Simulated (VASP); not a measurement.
Consider the following.

```
Pb
1.0
    0.00000     2.51556     2.51556
    2.51556     0.00000     2.51556
    2.51556     2.51556     0.00000
Pb
1
Cartesian
  0.00000   0.00000   0.00000
```

All values below come from vdW-DF-cx, VASP's PBE PAW potentials (set 64) (plane waves; VASP). Settings: 520 eV cut-off, 13×13×13 Γ-centred mesh, first-order Methfessel-Paxton smearing of 0.10 eV, potentials Pb_d.

Problem. Give the stress tensor in GPa (positive for a compressed cell).

Solution. 
```
-2.30   0.00   0.00
 0.00  -2.30   0.00
 0.00   0.00  -2.30
```
The pressure is its mean diagonal, -2.30 GPa.

The compound is Pb in the fcc structure. This cell is one point of a volume scan, at 1.06 of the reference volume.
